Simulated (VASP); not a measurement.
Data:

```xyz
4
Lattice="-2.0389 2.0389 4.5416 2.0389 -2.0389 4.5416 2.0389 2.0389 -4.5416" Properties=species:S:1:pos:R:3 pbc="T T T"
Sn     0.0000     0.0000     4.5416
Sn     0.0000     2.0389     2.2708
Sn     2.0389     0.0000     2.2708
Pt     0.0000     0.0000     0.0000
```

The numbers are results of PBE GGA, VASP's PBE PAW potentials (set 64) (plane waves; VASP 6.6.1), not measurements. Settings: 300 eV cut-off, 5×5×5 Γ-centred mesh, Fermi-Dirac smearing of 0.10 eV, potentials Sn_d Pt.

At this cut-off the stress carries a Pulay error, which pulls relaxed volumes low.

**Question.** Give the stress tensor in GPa (positive for a compressed cell).

**Answer.** 
```
27.01   0.00   0.00
 0.00  27.01   0.00
 0.00   0.00  23.54
```
The pressure is its mean diagonal, 25.85 GPa.

The structure was generated: Sn3Pt was put into an ordered model structure, which need not be its known phase. The cell was not relaxed at this level. The k-mesh is coarse (spacing up to 0.44 per Å, 2π included), so the numbers may not be converged in it.
